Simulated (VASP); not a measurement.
Here is the system:

```xyz
2
Lattice="0.0000 3.1401 3.1401 3.1401 0.0000 3.1401 3.1401 3.1401 0.0000" Properties=species:S:1:pos:R:3 pbc="T T T"
Cs     0.0000     0.0000     0.0000
H      3.1401     3.1401     3.1401
```

The numbers are results of r2SCAN+rVV10 with spin-orbit coupling, VASP's PBE PAW potentials (set 64) (plane waves; VASP), not measurements. Numerical set-up: 400 eV cut-off, 7×7×7 Γ-centred mesh, Gaussian smearing of 0.050 eV, potentials Cs_sv H.

**Question.** What does the run give for the energy per atom (σ→0), band gap (over mesh and band path) with the smallest direct gap where there is one?

**Answer.** 
```yaml
band gap (over mesh and band path): 2.52 eV
smallest direct gap (over mesh and band path): 2.52 eV
energy per atom (σ→0): -14.354 eV/atom
```

Total energies compare only between runs with the same potentials, cut-off and functional.

The structure comes from a measured CsH entry (Fm-3m) of the Crystallography Open Database, whose conditions weren't checked. It was relaxed first.
